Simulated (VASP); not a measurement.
A 1×1 slab of Pd (fcc) (100) against its thickness and the width of the vacuum, ions relaxed. Calculation: PBE GGA, VASP's PBE PAW potentials (set 64) (plane waves; VASP 6.6.1).

Slab and bulk use different k-meshes, so the surface energy is good to a few per cent at best.

```tsv
slab and vacuum	surface energy (J/m²)	work function (eV)
6 layers, 4 Å	[?]	[?]
6 layers, 6 Å	1.54	4.96
6 layers, 8 Å	1.54	5.05
6 layers, 10 Å	1.54	5.07
2 layers, 15 Å	1.54	5.05
3 layers, 15 Å	1.54	5.13
4 layers, 15 Å	1.53	5.09
5 layers, 15 Å	1.54	5.13
6 layers, 15 Å	1.54	5.07
7 layers, 15 Å	1.55	5.11
9 layers, 15 Å	1.56	5.10
11 layers, 15 Å	1.57	5.05
13 layers, 15 Å	[?]	[?]
6 layers, 20 Å	1.54	5.07
6 layers, 30 Å	1.54	5.07
```

Problem. What belongs in the gaps?

Solution. 
- 6 layers, 4 Å, surface energy (J/m²): 1.39
- 6 layers, 4 Å, work function (eV): 3.95
- 13 layers, 15 Å, surface energy (J/m²): 1.56
- 13 layers, 15 Å, work function (eV): 5.06

Runs of the series that failed, ran out of time, didn't relax or are held back are left out.

The cell is a thin slab with vacuum, built from Pd (fcc).
